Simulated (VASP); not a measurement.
## A VASP study of Sr3Sc2Fe2As2O5 (r2SCAN): structure first, properties next

How well does r2SCAN reproduce what experiment finds for Sr3Sc2Fe2As2O5? The cell is relaxed first, and properties follow on it. The steps: relaxing cell and atoms (r2SCAN), second relaxation, density, ELF and potential (r2SCAN), bands along the symmetry lines (r2SCAN), density of states (r2SCAN) and field gradients at the nuclei (r2SCAN). The start is a computed cell from the Materials Project.

Program: VASP 6.6.1. Level of theory: r2SCAN, spin-polarised from a ferromagnetic start; plane waves and PAW (Sr_sv, Sc_sv, Fe, As, O). Results are calculated unless marked as measured.

**What experiment says.**

“(Sr3Sc2O5)Fe2As2 as a possible parent compound for FeAs-based superconductors” (2008, arxiv:0811.2205) reports for Sr3Sc2O5Fe2As2, tetragonal layered Sr3Sc2O5Cu2S2 type, by powder XRD, Rietveld (polycrystalline, solid state reaction): lattice constant a 4.069 Å; lattice constant c 26.876 Å.

Most raw output is cut from this account.

## 1. The structure

Before any relaxation, the start is as follows. The structure is tetragonal, space group I4/mmm (No. 139). The conventional cell has a = 4.149 Å, b = 4.149 Å, c = 27.981 Å, α = 90.00°, β = 90.00°, γ = 90.00°. Nearest to Sr lie 12 O at 2.93 to 3.05 Å. Nearest to Sr lie 4 O at 2.57 Å and 4 As at 3.36 Å. Sc has 5 O at 1.98 to 2.09 Å and 1 As at 3.41 Å and 4 Sr at 3.42 Å nearest. Nearest to Fe lie 4 As at 2.62 Å and 4 Fe at 2.93 Å. As has 4 Fe at 2.62 Å and 4 Sr at 3.36 Å and 1 Sc at 3.41 Å nearest. Nearest to O lie 2 Sc at 2.09 Å and 4 Sr at 2.57 to 3.05 Å. Farther neighbours and most contacts between anions are not listed.

Structure file:

```cif
data_structure
_symmetry_space_group_name_H-M 'I4/mmm'
_symmetry_Int_Tables_number 139
_cell_length_a 4.1493
_cell_length_b 4.1493
_cell_length_c 27.9806
_cell_angle_alpha 90.000
_cell_angle_beta 90.000
_cell_angle_gamma 90.000
_cell_volume 481.73
loop_
_atom_site_label
_atom_site_type_symbol
_atom_site_symmetry_multiplicity
_atom_site_Wyckoff_symbol
_atom_site_fract_x
_atom_site_fract_y
_atom_site_fract_z
_atom_site_occupancy
Sr1 Sr 2 b 0.50000 0.50000 0.00000 1
Sr2 Sr 4 e 0.00000 0.00000 0.63379 1
Sc1 Sc 4 e 0.00000 0.00000 0.92922 1
Fe1 Fe 4 d 0.50000 0.00000 0.75000 1
As1 As 4 e 0.00000 0.00000 0.80740 1
O1 O 8 g 0.50000 0.00000 0.92024 1
O2 O 2 a 0.00000 0.00000 0.00000 1
```

## 2. Relaxing cell and atoms (r2SCAN)

Properties are meant for the cell that this level of theory prefers, so cell and atoms are relaxed first (ISIF = 3) until forces and stress are small; EDIFFG sets the threshold. r2SCAN adds the kinetic-energy density, costs more than a GGA and is run with LASPH.

Input file INCAR:

```
SYSTEM = Sr3Sc2Fe2As2O5
PREC = Accurate
ENCUT = 520
EDIFF = 1E-06
NELM = 100
ISMEAR = 0
SIGMA = 0.05
LREAL = .FALSE.
ALGO = Normal
METAGGA = R2SCAN
LASPH = .TRUE.
NBANDS = 79
ISPIN = 2
MAGMOM = 0 0 0 0 0 3 3 0 0 0 0 0 0 0
LMAXMIX = 4
LORBIT = 11
LWAVE = .FALSE.
LCHARG = .FALSE.
KPAR = 8
IBRION = 2
NSW = 60
ISIF = 3
EDIFFG = -0.01
```

Input file POSCAR:

```
Sr3Sc2Fe2As2O5
1.0
    0.0000000000     -4.1492620000      0.0000000000
   -4.1492620000      0.0000000000      0.0000000000
    2.0746310000     -2.0746310000    -13.9903220000
Sr Sc Fe As O
3 2 2 2 5
Direct
    0.5000000000      0.5000000000      0.0000000000
    0.6337855000      0.3662145000      0.7324290000
    0.3662145000      0.6337855000      0.2675710000
    0.9292230000      0.0707770000      0.1415540000
    0.0707770000      0.9292230000      0.8584460000
    0.7500000000      0.7500000000      0.5000000000
    0.2500000000      0.2500000000      0.5000000000
    0.8074005000      0.1925995000      0.3851990000
    0.1925995000      0.8074005000      0.6148010000
    0.9202435000      0.5797565000      0.1595130000
    0.4202435000      0.0797565000      0.1595130000
    0.0797565000      0.4202435000      0.8404870000
    0.5797565000      0.9202435000      0.8404870000
    0.0000000000      0.0000000000      0.0000000000
```

Input file KPOINTS:

```
Automatic mesh
0
Gamma
7 7 7
0 0 0
```

PAW data sets: Sr_sv, Sc_sv, Fe, As and O (PBE family, release 64).

Command:

```bash
mpirun -np 8 vasp_std
```

Wall time 72 min (8 MPI ranks of Intel Xeon 6975P-C (Granite Rapids), shared host); peak memory 10 GiB.

The magnetic state follows from one typed start and may not be the lowest. The PAW data sets were made with PBE, which is usual practice but a small mismatch for other functionals. The run keeps the 16 symmetry operations of its start, so it cannot find a distortion of lower symmetry.

Relaxation path:

```
step  energy less that of the first step (eV)  largest force (eV/Å)  pressure (GPa)  volume (Å³)
   1                                   0.0000                1.0590           -4.46       240.86
   2                                  -0.1684                0.5074            3.06       224.55
   3                                  -0.2078                0.6113            0.61       229.29
   4                                  -0.2525                0.3382            0.38       229.62
   5                                  -0.2670                0.3403            0.16       229.93
   6                                  -0.2816                0.1790           -0.13       230.72
   7                                  -0.2819                0.1130           -0.10       230.62
   8                                  -0.2882                0.0973           -0.06       230.43
   9                                  -0.2965                0.0615            0.02       229.86
  10                                  -0.2980                0.0150           -0.17       229.93
  11                                  -0.2982                0.0244           -0.22       229.96
  12                                  -0.2988                0.0115           -0.01       229.34
  13                                  -0.2988                0.0115            0.01       229.29
  14                                  -0.2988                0.0119           -0.01       229.27
  15                                  -0.2988                0.0126            0.00       229.25
  16                                  -0.2989                0.0060            0.02       229.23
```

```
conventional cell, symmetrised  before   after  change
                         a (Å)   4.149   4.087  -1.5 %
                         b (Å)   4.149   4.087  -1.5 %
                         c (Å)  27.981  27.451  -1.9 %
              volume (Å³/atom)   17.20   16.37  -4.8 %
```

The atoms that moved most (Å, as changes of fractional coordinates times the final cell):

```csv
atom,dx,dy,dz,length
As9,0.000,0.000,0.115,0.115
As8,0.000,0.000,-0.115,0.115
Sr3,0.000,0.000,-0.082,0.082
Sr2,0.000,0.000,0.082,0.082
O12,0.000,0.000,0.054,0.054
O11,0.000,0.000,-0.054,0.054
O10,0.000,0.000,-0.054,0.054
O13,0.000,0.000,0.054,0.054
```

Final coordinates:

```xyz
14
Lattice="0.0000 -4.0867 0.0000 -4.0867 0.0000 0.0000 2.0433 -2.0433 -13.7255" Properties=species:S:1:pos:R:3 pbc="T T T"
Sr   -2.0433   -2.0433    0.0000
Sr    0.0000   -4.0867   -9.9709
Sr   -2.0433   -2.0433   -3.7545
Sc    0.0000   -4.0867   -1.9830
Sc   -2.0433   -2.0433  -11.7425
Fe   -2.0433   -4.0867   -6.8627
Fe    0.0000   -2.0433   -6.8627
As    0.0000   -4.0867   -5.4025
As   -2.0433   -2.0433   -8.3230
O    -2.0433   -4.0867   -2.2438
O     0.0000   -2.0433   -2.2438
O     0.0000   -2.0433  -11.4817
O    -2.0433   -4.0867  -11.4817
O     0.0000    0.0000    0.0000
```

Numbers from this step:

| Quantity | Value |
| --- | --- |
| electrons | 108 |
| bands | 79 |
| irreducible k-points | 40 |
| symmetry operations | 16 |
| free energy (TOTEN) | -190.4582 eV |
| energy at zero smearing | -190.4556 eV |
| Fermi energy | 4.232 eV |
| pressure | 0.02248 GPa |
| moment of the cell, from the last line of the log | 7.107 μB |
| metallic | yes |
| SCF cycles over all ionic steps | 145 |

Spin moment in the PAW sphere by atom:

| atom | spin moment in the PAW sphere (μB) |
| --- | --- |
| Sr1 | 0.00 |
| Sr2 | 0.01 |
| Sr3 | 0.01 |
| Sc4 | 0.01 |
| Sc5 | 0.01 |
| Fe6 | 3.27 |
| Fe7 | 3.27 |
| As8 | 0.07 |
| As9 | 0.07 |
| O10 | 0.01 |
| O11 | 0.01 |
| O12 | 0.01 |
| O13 | 0.01 |
| O14 | 0.01 |

It ends with a largest force of 0.006 eV/Å and a pressure of 0.02 GPa.

## 3. Second relaxation

A relaxation keeps the plane waves of the cell it began with, so it is repeated from the new cell, on a basis made for it.

INCAR is that of step 2.

Input file POSCAR:

```
Sr3Sc2Fe2As2O5
1.0
    0.0000000000     -4.0866801128      0.0000000000
   -4.0866801128      0.0000000000      0.0000000000
    2.0433400564     -2.0433400564    -13.7254649647
Sr Sc Fe As O
3 2 2 2 5
Direct
    0.5000000000      0.5000000000      0.0000000000
    0.6367726140      0.3632273860      0.7264547721
    0.3632273860      0.6367726140      0.2735452279
    0.9277614700      0.0722385300      0.1444770599
    0.0722385300      0.9277614700      0.8555229401
    0.7500000000      0.7500000000      0.5000000000
    0.2500000000      0.2500000000      0.5000000000
    0.8031938149      0.1968061851      0.3936123702
    0.1968061851      0.8031938149      0.6063876298
    0.9182618949      0.5817381051      0.1634762102
    0.4182618949      0.0817381051      0.1634762102
    0.0817381051      0.4182618949      0.8365237898
    0.5817381051      0.9182618949      0.8365237898
    0.0000000000      0.0000000000      0.0000000000
```

KPOINTS is that of step 2.

Command:

```bash
mpirun -np 8 vasp_std
```

Wall time 8.5 min (8 MPI ranks); peak memory 9.2 GiB; 68 min of CPU time.

Little changed from the start: no atom moved by 0.005 Å and no cell edge by 0.1 %.

Numbers from this step:

| Item | Value |
| --- | --- |
| free energy (TOTEN) | -190.4495 eV |
| energy at zero smearing | -190.4469 eV |
| Fermi energy | 4.234 eV |
| pressure | 0.02563 GPa |
| SCF cycles over all ionic steps | 21 |

It ends with a largest force of 0.005 eV/Å and a pressure of 0.03 GPa. The volume moved by under 0.01 %: the run met its threshold at the first step.

## 4. Density, ELF and potential (r2SCAN)

A single point on the relaxed cell gives a clean self-consistent state, with density, ELF and potential written out.

INCAR: that of step 3 with these lines changed.

```diff
@@ -17,7 +17,5 @@
 LWAVE = .FALSE.
-LCHARG = .FALSE.
-KPAR = 8
-IBRION = 2
-NSW = 60
-ISIF = 3
-EDIFFG = -0.01
+LCHARG = .TRUE.
+ISIF = 2
+LELF = .TRUE.
+LVHAR = .TRUE.
```

POSCAR is that of step 3.

KPOINTS is that of step 3.

Command:

```bash
mpirun -np 8 vasp_std
```

Elapsed: 8.8 min, on 8 MPI ranks; peak memory 3.1 GiB; 70 min of CPU time.

With spin, VASP writes an ELF for each channel.

Numbers from this step:

| Property | Result |
| --- | --- |
| SCF cycles | 21 |
| bands | 80 |
| pressure | 0.02400 GPa |

Valence electrons inside each PAW sphere by angular momentum. Sphere charges, by row:

```
atom  s (e)  p (e)  d (e)  tot (e)
 Sr1  1.993  5.857  0.139    7.989
 Sr2  2.008  5.887  0.234    8.129
 Sr3  2.008  5.887  0.234    8.129
 Sc4  2.226  6.283  1.134    9.643
 Sc5  2.226  6.283  1.134    9.643
 Fe6  0.375  0.433  6.058    6.865
 Fe7  0.375  0.433  6.058    6.865
 As8  1.198  1.648  0.036    2.882
 As9  1.198  1.648  0.036    2.882
 O10  1.563  3.507      0     5.07
 O11  1.563  3.507      0     5.07
 O12  1.563  3.507      0     5.07
 O13  1.563  3.507      0     5.07
 O14  1.564  3.506      0     5.07
```

Spin density in the ac plane of the conventional cell at fractional y = 0.000, with atoms of Sr and Sc and Fe and As and O within 0.2 Å of it.

Values in e/Å³, 24 rows by 14 columns, each cell a mean:
```
0.0 0.0 0.0 0.0 0.0 0.0 0.0 0.0 0.0 0.0 0.0 0.0 0.0 0.0
0.0 0.0 0.0 0.0 0.0 0.0 0.0 0.0 0.0 0.0 0.0 0.0 0.0 0.0
0.0 0.0 0.0 0.0 0.0 0.0 0.0 0.0 0.0 0.0 0.0 0.0 0.0 0.0
0.0 0.0 0.0 0.0 0.0 0.0 0.0 0.0 0.0 0.0 0.0 0.0 0.0 0.0
0.0 0.0 0.0 0.0 0.0 0.0 0.0 0.0 0.0 0.0 0.0 0.0 0.0 0.0
0.0 0.0 0.0 0.0 0.2 0.8 1.9 2.2 1.4 0.5 0.1 0.0 0.0 0.0
0.0 0.0 0.0 0.0 0.1 0.6 1.3 1.5 0.9 0.3 0.1 0.0 0.0 0.0
0.0 0.0 0.0 0.0 0.0 0.0 0.0 0.0 0.0 0.0 0.0 0.0 0.0 0.0
0.0 0.0 0.0 0.0 0.0 0.0 0.0 0.0 0.0 0.0 0.0 0.0 0.0 0.0
0.0 0.0 0.0 0.0 0.0 0.0 0.0 0.0 0.0 0.0 0.0 0.0 0.0 0.0
0.0 0.0 0.0 0.0 0.0 0.0 0.0 0.0 0.0 0.0 0.0 0.0 0.0 0.0
0.0 0.0 0.0 0.0 0.0 0.0 0.0 0.0 0.0 0.0 0.0 0.0 0.0 0.0
0.0 0.0 0.0 0.0 0.0 0.0 0.0 0.0 0.0 0.0 0.0 0.0 0.0 0.0
0.0 0.0 0.0 0.0 0.0 0.0 0.0 0.0 0.0 0.0 0.0 0.0 0.0 0.0
0.0 0.0 0.0 0.0 0.0 0.0 0.0 0.0 0.0 0.0 0.0 0.0 0.0 0.0
0.0 0.0 0.0 0.0 0.0 0.0 0.0 0.0 0.0 0.0 0.0 0.0 0.0 0.0
0.0 0.0 0.0 0.0 0.0 0.0 0.0 0.0 0.0 0.0 0.0 0.0 0.0 0.0
0.0 0.0 0.0 0.0 0.2 0.8 1.9 2.2 1.4 0.5 0.1 0.0 0.0 0.0
0.0 0.0 0.0 0.0 0.1 0.5 1.3 1.5 0.9 0.3 0.1 0.0 0.0 0.0
0.0 0.0 0.0 0.0 0.0 0.0 0.0 0.0 0.0 0.0 0.0 0.0 0.0 0.0
0.0 0.0 0.0 0.0 0.0 0.0 0.0 0.0 0.0 0.0 0.0 0.0 0.0 0.0
0.0 0.0 0.0 0.0 0.0 0.0 0.0 0.0 0.0 0.0 0.0 0.0 0.0 0.0
0.0 0.0 0.0 0.0 0.0 0.0 0.0 0.0 0.0 0.0 0.0 0.0 0.0 0.0
0.0 0.0 0.0 0.0 0.0 0.0 0.0 0.0 0.0 0.0 0.0 0.0 0.0 0.0
```
Columns run along a (4.1 Å), rows up along c (27.5 Å), edges of the conventional cell, whose origin can differ from the input's. Atoms in or near the plane, at fractional coordinates: Sr at (0.00, 0.50), Sr at (0.00, 0.64), Sr at (0.00, 0.36), Sc at (0.00, 0.93), Sc at (0.00, 0.07), Fe at (0.50, 0.75), Fe at (0.50, 0.25), As at (0.00, 0.80), As at (0.00, 0.20), O at (0.50, 0.92), O at (0.50, 0.42), O at (0.50, 0.08), O at (0.50, 0.58), O at (0.00, 0.00).

Electrostatic potential energy in the ac plane of the conventional cell at fractional y = 0.000, with atoms of Sr and Sc and Fe and As and O within 0.2 Å of it. With pseudopotentials it is smooth inside the atoms' cores, unlike the true potential.

Ten even steps from '_' (-39 eV) to '@' (3 eV), each cell a mean:
```
--++%%@@@@@@@@@@@@@@@@@@##==
::--==##%%**--::==%%%%**==::
****##%%@@%%++++**@@@@%%##**
%%%%@@@@@@@@@@@@@@@@@@@@@@%%
::__..##@@@@@@@@@@@@%%==__..
++++##%%##++==--==**##%%**++
@@@@@@@@##**++==++##%%@@@@@@
%%%%%%@@@@@@@@@@@@@@@@@@%%%%
--==++**%%@@@@@@@@@@##**==--
**####%%@@##==--++%%@@%%##**
%%@@@@@@@@##++==**@@@@@@@@%%
--==++##%%@@@@@@@@@@##**++==
==++**##%%@@@@@@@@@@%%##++==
@@@@@@@@@@**--::==%%@@@@@@@@
++**##%%@@%%++++**%%%%##****
--==++##%%@@@@@@@@@@##**++--
%%%%@@@@@@@@@@@@@@@@@@@@@@%%
@@@@@@@@##++==--==**%%@@@@@@
====**%%##**++==++**%%##++==
--..::##@@@@@@@@@@@@%%++..::
@@@@@@@@@@@@@@@@@@@@@@@@@@@@
++++##%%@@##==--++%%@@##**++
::--++##%%##++==++%%%%**==--
::==%%@@@@@@@@@@@@@@@@@@**--
```
Columns run along a (4.1 Å; values clipped at the 3rd and 97th percentile), rows up along c (27.5 Å), edges of the conventional cell, whose origin can differ from the input's. Atoms in or near the plane, at fractional coordinates: Sr at (0.00, 0.50), Sr at (0.00, 0.64), Sr at (0.00, 0.36), Sc at (0.00, 0.93), Sc at (0.00, 0.07), Fe at (0.50, 0.75), Fe at (0.50, 0.25), As at (0.00, 0.80), As at (0.00, 0.20), O at (0.50, 0.92), O at (0.50, 0.42), O at (0.50, 0.08), O at (0.50, 0.58), O at (0.00, 0.00).

ELF of up spins in the ac plane of the conventional cell at fractional y = 0.000, with atoms of Sr and Sc and Fe and As and O within 0.2 Å of it. It is the smooth field of the valence electrons, not physical close to the nuclei.

Ten even steps from '0' (0.04) to '9' (0.81), each cell a mean:
```
66641111112566
98624888972379
43115787863124
99753100024689
68997422368997
77642100013577
01112100112111
33200111110123
79971001004998
65335788863346
00036888875100
89851000003798
88741011102688
00047988986200
76534677753467
89961000004898
21101111110012
11112100012111
78753100124688
78998421369998
87642111113577
65216888883135
87514788862368
67752000013677
```
Columns run along a (4.1 Å), rows up along c (27.5 Å), edges of the conventional cell, whose origin can differ from the input's. Atoms in or near the plane, at fractional coordinates: Sr at (0.00, 0.50), Sr at (0.00, 0.64), Sr at (0.00, 0.36), Sc at (0.00, 0.93), Sc at (0.00, 0.07), Fe at (0.50, 0.75), Fe at (0.50, 0.25), As at (0.00, 0.80), As at (0.00, 0.20), O at (0.50, 0.92), O at (0.50, 0.42), O at (0.50, 0.08), O at (0.50, 0.58), O at (0.00, 0.00).

In this run the pressure is 0.02 GPa, small enough to go on.

[end of part 1 of 2]

[Lines on the potential files, build, host, timing and source positions are cut from VASP's logs without a mark.]

[Logs are printed without paths, hosts, clocks, repeated set-up lines and the standing remarks that a program may print on its own settings, such as how far it seeks lower states.]

[Hosts, paths, dates, database ids (printed as entryN), source tags and the programs' standing remarks are cut or masked in the printed files.]

[A measured line is paired with the nearest computed mode of its activity, which favours agreement.]

[In band tables of VASP the shares of atoms and orbitals are scaled to a sum of 1 inside the atoms' spheres.]
